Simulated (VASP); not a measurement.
Al$_{3}$Sc (L1_2) relaxed at rising pressure, in one space group throughout; other phases were not tried. The pressures are those reached. Calculation: PBE GGA, VASP's PBE PAW potentials (set 64) (plane waves; VASP).

```json
[
 {"P (GPa)": "-0.01", "V (Å³/atom)": "17.311", "k-mesh": "8×8×8"},
 {"P (GPa)": "5.00", "V (Å³/atom)": "16.432", "k-mesh": "8×8×8"},
 {"P (GPa)": "9.99", "V (Å³/atom)": "15.743", "k-mesh": "8×8×8"},
 {"P (GPa)": "19.85", "V (Å³/atom)": "14.694", "k-mesh": "8×8×8"},
 {"P (GPa)": "29.78", "V (Å³/atom)": "13.890", "k-mesh": "8×8×8"}
]
```

Task: Fit an equation of state and predict the volume at 44.95 GPa.

Result: Least squares on the third-order Birch-Murnaghan form, P = (3B0/2)(y⁷ − y⁵)[1 + (3/4)(B′ − 4)(y² − 1)] with y = (V0/V)^(1/3), gives V0 = 17.305 Å³/atom, B0 = 88 GPa and B′ = 4.0, and so 12.961 Å³/atom. The run gave 12.953 Å³/atom, -0.1 % from the fit.

Pressures at which the relaxation failed are left out.

The compound is Al3Sc in the L1_2 structure.
